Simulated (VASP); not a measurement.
A run of VASP 6.6.1:

File INCAR:

```
SYSTEM = As
PREC     = Accurate       ! precision mode
ENCUT    = 480            ! plane-wave cutoff, eV
EDIFF    = 1E-7           ! SCF threshold, eV
ISMEAR   = 0              ! smearing method
SIGMA    = 0.1            ! smearing width, eV
LREAL    = .False.        ! projectors in reciprocal space
LASPH    = .True.         ! aspherical terms in the spheres
NELM     = 100            ! most SCF steps
ALGO     = Normal         ! electronic algorithm
ISIF     = 3              ! what is computed and relaxed
LWAVE    = .False.        ! write WAVECAR
LCHARG   = .False.        ! write CHGCAR
GGA      = PS             ! functional
IBRION   = 2              ! ionic algorithm
NSW      = 90             ! ionic steps
EDIFFG   = -0.005         ! ionic threshold
```

The input KPOINTS:

```
regular mesh
0
Gamma
  15 15 15
  0 0 0
```

Contents of POSCAR:

```
As
1.0
    1.8797500000      1.0852741700      3.4857666700
   -1.8797500000      1.0852741700      3.4857666700
    0.0000000000     -2.1705483400      3.4857666700
As
2
Direct
    0.2275400000      0.2275400000      0.2275400000
    0.7724600000      0.7724600000      0.7724600000
```

Potentials or basis: VASP PAW PBE potentials, release 64 (As).

The run is started by

```console
$ cat potpaw_PBE.64/As/POTCAR > POTCAR
$ mpirun -np 1 vasp_std > vasp.out
```

Hardware: 1 thread of Intel(R) Xeon(R) 6975P-C (Granite Rapids), with other jobs on the host.

**Question.** How long does it take, and how much memory?

**Answer.** It took 3.9 min on 1 thread of Intel(R) Xeon(R) 6975P-C (Granite Rapids), on a shared host, peak memory 0.27 GiB. Counts: scf iterations 66, k points 344, ion steps 12.
